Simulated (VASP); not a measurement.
Given:

```
CELL_PARAMETERS angstrom
      0.00000     1.87872     1.87872
      1.87872     0.00000     1.87872
      1.87872     1.87872     0.00000
ATOMIC_POSITIONS crystal
  Rh 0.00000 0.00000 0.00000
```

Level of theory: LDA (Ceperley-Alder, Perdew-Zunger), VASP's LDA PAW potentials (set 64) (plane waves; VASP 6.6.1). Run with 520 eV cut-off, 17×17×17 Γ-centred mesh, first-order Methfessel-Paxton smearing of 0.10 eV, potentials Rh_pv.

### Question
Give the energy at these volumes per atom, relative to the lowest: 12.46, 12.86, 13.26, 13.65, 14.05 Å³.

### Answer
54.2, 12.9, 0.0, 10.8, 41.2 meV/atom. A third-order Birch-Murnaghan fit gives B0 = 316 GPa and B0′ = 5.1.

Measured: bulk modulus 271 GPa at 0 K (computed value off by +16.6 %), as given by H. Levämäki et al., Physical Review B (2014), arXiv:1402.3671 [corrected for temperature and zero-point phonon effects]; a 3.794 Å at 0 K (computed value off by -1.0 %), as given by Daniel Mejia-Rodriguez et al., Physical Review B (2018), arXiv:1807.09216 [static lattice: zero-point anharmonic expansion removed].

The compound is Rh in the fcc structure. It was relaxed first.
